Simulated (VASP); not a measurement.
Input:

```
CuGaSe2
1.0
   -2.67252     2.67252     5.30729
    2.67252    -2.67252     5.30729
    2.67252     2.67252    -5.30729
Ga Cu Se
2 2 4
Cartesian
  0.00000   0.00000   5.30729
  2.67252   0.00000   2.65364
  2.67252  -2.67252   5.30729
  0.00000   2.67252   2.65364
  1.38282   1.33626   6.63411
  4.00878   1.28970  -1.32682
  1.28970   1.33626   1.32682
 -1.33626   1.38282   3.98047
```

Computed with LDA (Ceperley-Alder, Perdew-Zunger), VASP's LDA PAW potentials (set 64) (plane waves; VASP 6.6.1). Settings: 500 eV cut-off, 6×6×6 Γ-centred mesh, Gaussian smearing of 0.050 eV, potentials Ga_d Cu Se.

Energy and stress use the plane-wave basis of the starting cell.

Question: The ions, cell shape and volume at an external pressure of 5.0 GPa are relaxed. Predict the relaxed structure.

Answer: 
```
CuGaSe2
1.0
   -2.70834     2.70834     5.37834
    2.70834    -2.70834     5.37834
    2.70834     2.70834    -5.37834
Ga Cu Se
2 2 4
Cartesian
  0.00000   0.00000   5.37834
  2.70834   0.00000   2.68917
  0.00000   0.00000   0.00000
  0.00000   2.70834   2.68917
  1.40322   1.35417   6.72292
  4.06251   1.30511  -1.34458
  1.30511   1.35417   1.34458
 -1.35417   1.40322   4.03375
```
Space group I-42d (122), at a tolerance of 0.03 Å.

Question: How do energy and volume change from the first to the last step?

Answer: The energy (σ→0) changes by -34.3 meV/atom and the volume by +4.1 %, in 3 ionic steps.

The compound is CuGaSe2 in the chalcopyrite structure. This run relaxes it under an external pressure of 5 GPa. Symmetry was kept, so distortions that lower it aren't found.
